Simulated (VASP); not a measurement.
VASP runs on ZnS (zinc blende) share one base input (PBE GGA, plane waves, VASP's PBE PAW potentials (set 64)) and change the settings named in each case.

INCAR:
```
LREAL=.False.
ENCUT=400
ISMEAR=0
LASPH=.True.   # aspherical one-centre terms
SYSTEM=ZnS
ALGO=Normal   # blocked Davidson
NELM=100   # most electronic steps
LWAVE=.False.
GGA=PE
SIGMA=0.05
LCHARG=.False.
EDIFF=1E-6
LMAXMIX=4   # l cut-off of mixed one-centre charges
ISIF=2   # forces and stress, cell fixed
PREC=Accurate
```

File KPOINTS:
```
Automatic mesh
0
Gamma
8 8 8
0 0 0
```

POSCAR:
```
ZnS
1
    0.0000000000     2.7591000000     2.7591000000
    2.7591000000     0.0000000000     2.7591000000
    2.7591000000     2.7591000000     0.0000000000
Zn S
1 1
Direct
  0.0000000000   0.0000000000   0.0000000000
  0.2500000000   0.2500000000   0.2500000000
```

POTCAR, in this order: Zn S (PBE.64 set). Program: vasp_std.

```tsv
change	E(σ→0) (eV/atom)	pressure (GPa)	gap on the mesh (eV)
base run	-3.4192	-2.69	1.84
LDAU = .TRUE., LDAUJ = 0 0, LDAUL = 2 -1, LDAUTYPE = 2, LDAUU = 1.0 0	-3.3747	[?]	[?]
LDAU = .TRUE., LDAUJ = 0 0, LDAUL = 2 -1, LDAUTYPE = 2, LDAUU = 2.0 0	-3.3344	-3.17	1.96
LDAU = .TRUE., LDAUJ = 0 0, LDAUL = 2 -1, LDAUTYPE = 2, LDAUU = 3.0 0	-3.2984	[?]	[?]
LDAU = .TRUE., LDAUJ = 0 0, LDAUL = 2 -1, LDAUTYPE = 2, LDAUU = 4.0 0	-3.2666	-3.85	2.08
LDAU = .TRUE., LDAUJ = 0 0, LDAUL = 2 -1, LDAUTYPE = 2, LDAUU = 5.0 0	-3.2392	-4.20	2.13
LDAU = .TRUE., LDAUJ = 0 0, LDAUL = 2 -1, LDAUTYPE = 2, LDAUU = 6.0 0	-3.2162	-4.59	2.19
LDAU = .TRUE., LDAUJ = 0 0, LDAUL = 2 -1, LDAUTYPE = 2, LDAUU = 8.0 0	-3.1838	-5.45	2.30
LDAU = .TRUE., LDAUJ = 0 0, LDAUL = 2 -1, LDAUTYPE = 2, LDAUU = 5.0 0, LMAXMIX = 2	-3.2392	-4.20	2.13
```

**Question.** Fill in the missing entries.

**Answer.** 
- LDAU = .TRUE., LDAUJ = 0 0, LDAUL = 2 -1, LDAUTYPE = 2, LDAUU = 3.0 0, pressure (GPa): -3.44
- LDAU = .TRUE., LDAUJ = 0 0, LDAUL = 2 -1, LDAUTYPE = 2, LDAUU = 3.0 0, gap on the mesh (eV): 2.02
- LDAU = .TRUE., LDAUJ = 0 0, LDAUL = 2 -1, LDAUTYPE = 2, LDAUU = 1.0 0, pressure (GPa): -2.92
- LDAU = .TRUE., LDAUJ = 0 0, LDAUL = 2 -1, LDAUTYPE = 2, LDAUU = 1.0 0, gap on the mesh (eV): 1.90

Energies of different potentials or functionals have different zeros.  The base run's pressure lies -0.24 GPa from that at 800 eV (Pulay error).

Left out are runs that ran out of time, are held back, or changed the cell or the kind of run, fixed moments of cells without a moment, rows past the twelfth, gaps on odd meshes, pressures of charged cells and columns that move by less than the noise.

The compound is ZnS in the zinc blende structure. The cell was not relaxed at this level.
